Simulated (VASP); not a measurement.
Output of a VASP run:

### OSZICAR
```
       N       E                     dE             d eps       ncg     rms          rms(c)
DAV:   1     0.463633214896E+02    0.46363E+02   -0.11360E+04  2668   0.130E+03
DAV:   2    -0.183248356423E+02   -0.64688E+02   -0.63364E+02  3314   0.263E+02
DAV:   3    -0.200685904380E+02   -0.17438E+01   -0.17294E+01  3556   0.295E+01
DAV:   4    -0.200813451452E+02   -0.12755E-01   -0.12749E-01  3022   0.312E+00
DAV:   5    -0.200815002701E+02   -0.15512E-03   -0.15512E-03  3490   0.282E-01    0.718E+01
DAV:   6    -0.196692622589E+02    0.41224E+00   -0.34951E-01  2816   0.484E+00    0.428E+01
DAV:   7    -0.195164409394E+02    0.15282E+00   -0.60787E-01  2792   0.614E+00    0.208E+00
DAV:   8    -0.195096695729E+02    0.67714E-02   -0.39586E-02  2912   0.159E+00    0.183E-01
DAV:   9    -0.195097619307E+02   -0.92358E-04   -0.86520E-04  3638   0.235E-01    0.187E-01
DAV:  10    -0.195097573403E+02    0.45904E-05   -0.65063E-05  2924   0.678E-02    0.361E-01
DAV:  11    -0.195097551129E+02    0.22274E-05   -0.14021E-05  3092   0.302E-02    0.190E-02
DAV:  12    -0.195097554288E+02   -0.31592E-06   -0.90744E-07  3368   0.768E-03    0.627E-03
DAV:  13    -0.195097553403E+02    0.88488E-07   -0.24290E-08  1882   0.139E-03
   1 F= -.14659512E+02 E0= -.14660037E+02  d E =-.146595E+02
```

### OUTCAR
```
------------------------ aborting loop because EDIFF is reached ----------------------------------------
  FORCE on cell =-STRESS in cart. coord.  units (eV):
  Direction    XX          YY          ZZ          XY          YZ          ZX
  --------------------------------------------------------------------------------------
  Total        4.8459376      4.8459374      4.8472201     -0.0000000      0.0000000     -0.0000000
  in kB      199.8224672    199.8224600    199.8753502     -0.0000000      0.0000000     -0.0000000
  external PRESSURE =      -0.1599075 kB  Pullay stress =     200.0000000 kB
  volume of cell :       38.85
      direct lattice vectors                 reciprocal lattice vectors
     1.522633310 -2.637278206  0.000000000     0.328378472 -0.189589403  0.000000000
     1.522633310  2.637278206  0.000000000     0.328378472  0.189589403  0.000000000
     0.000000000  0.000000000  4.837966054     0.000000000  0.000000000  0.206698433
 POSITION                                       TOTAL-FORCE (eV/Angst)
 -----------------------------------------------------------------------------------
      1.52263      0.87909      1.20949        -0.000000     -0.000000      0.000000
      1.52263     -0.87909      3.62847         0.000000      0.000000      0.000000
 -----------------------------------------------------------------------------------
    total drift:                               -0.000002      0.000162     -0.000015
  FREE ENERGIE OF THE ION-ELECTRON SYSTEM (eV)
  ---------------------------------------------------
  free  energy   TOTEN  =       -19.5097553403 eV

  energy  without entropy=      -19.5113299345  energy(sigma->0) =      -19.51028021
  enthalpy is  TOTEN    =       -14.6595123359 eV   P V=        4.8502430044

 reached required accuracy - stopping structural energy minimisation
```
(Selected blocks of OUTCAR.)

**POSCAR**
```
Hf
1
    1.5226333099    -2.6372782061    -0.0000000000
    1.5226333099     2.6372782061     0.0000000000
   -0.0000000000     0.0000000000     4.8379660536
Hf
2
Direct
  0.3333330000   0.6666670000   0.2500000000
  0.6666670000   0.3333330000   0.7500000000
```

Problem. Reconstruct the remaining input files.

Solution. One answer among several that fit: the input of the run itself, PBE GGA, plane waves, VASP's PBE PAW potentials (set 64).

KPOINTS:
```
Automatic mesh
0
G
12 12 8
```

**INCAR**
```
PSTRESS = 200   # kbar
ISMEAR = 1   # Methfessel-Paxton
EDIFFG = -0.01
ENCUT = 480
SYSTEM = Hf
PREC = Accurate
NSW = 40
SIGMA = 0.1   # width (eV)
LASPH = T   # aspherical one-centre terms
ALGO = Normal
LMAXMIX = 6   # l cut-off of mixed one-centre charges
ISIF = 3
EDIFF = 1E-7
IBRION = 2   # conjugate gradients
NELM = 100   # most electronic steps
LWAVE = F
LCHARG = F
GGA = PE   # PBE
LREAL = F   # projection in real space or not
```

POTCAR, in this order: Hf_pv (PBE.64 set). Program: vasp_std.

The compound is Hf in the hcp structure. It was relaxed first under an external pressure of 20 GPa.
